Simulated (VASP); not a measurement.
Computed with PBE GGA, VASP's PBE PAW potentials (set 64) (plane waves; VASP).

VASP input:

INCAR:
```
# general
SYSTEM  = TeRu
PREC    = Accurate
ENCUT   = 400
LREAL   = F
LASPH   = T

# electronic loop
EDIFF   = 1E-6
NELM    = 100
ALGO    = Normal
LMAXMIX = 4

# smearing
ISMEAR  = 0
SIGMA   = 0.05

# functional
GGA     = PE

# ions
ISIF    = 2

# output
LWAVE   = F
LCHARG  = F
```

**POSCAR**
```
TeRu
1.0
 -1.7860960000   1.7860960000   6.0468420000
  1.7860960000  -1.7860960000   6.0468420000
  1.7860960000   1.7860960000  -6.0468420000
Ru Te
2 2
Cartesian
 -0.0000000000   0.0000000000   9.0702630000
  0.0000000000   1.7860960000   0.0000000000
 -0.0000000000   0.0000000000   2.0075515440
 -0.0000000000   1.7860960000   5.0309725440
```

**KPOINTS**
```
Regular mesh
0
Monkhorst
 6 6 6
```

POTCAR, in this order: Ru_pv Te (PBE.64 set). Program: vasp_std.

Gaps are read on the run's mesh, which can miss a band edge. Unless said otherwise, spin-orbit coupling is left out, though it shifts the bands of the heavy elements here.

Problem. Estimate the energy per atom (σ→0), pressure, band gap (on the k-mesh).

Solution. 
```json
{
  "energy per atom (σ→0)": "-5.788 eV/atom",
  "band gap (on the k-mesh)": "none (metal, semimetal or under 0.01 eV)",
  "pressure": "2.53 GPa"
}
```

### OSZICAR
```
...
DAV:  10    -0.231569804480E+02    0.62900E-03   -0.43685E-03  1376   0.544E-01    0.354E-01
DAV:  11    -0.231568310241E+02    0.14942E-03   -0.27722E-04  1488   0.107E-01    0.257E-01
DAV:  12    -0.231568240683E+02    0.69557E-05   -0.26967E-05  1488   0.277E-02    0.130E-01
DAV:  13    -0.231568166411E+02    0.74273E-05   -0.58776E-06  1328   0.158E-02    0.821E-02
DAV:  14    -0.231568120206E+02    0.46204E-05   -0.48344E-06  1360   0.119E-02    0.419E-02
DAV:  15    -0.231568109285E+02    0.10922E-05   -0.11334E-06   728   0.623E-03    0.226E-02
DAV:  16    -0.231568105326E+02    0.39585E-06   -0.86570E-07   688   0.432E-03
   1 F= -.23156811E+02 E0= -.23153203E+02  d E =-.721572E-02
```

The structure was generated: TeRu was put into the NbAs type (I4_1md), which need not be its known phase. The cell was not relaxed at this level. The k-mesh is coarse (spacing up to 0.41 per Å, 2π included), so the numbers may not be converged in it. The run is one of a series of settings (KPOINTS 6×6×6 Monkhorst-Pack mesh against the base run), some of them coarse on purpose.
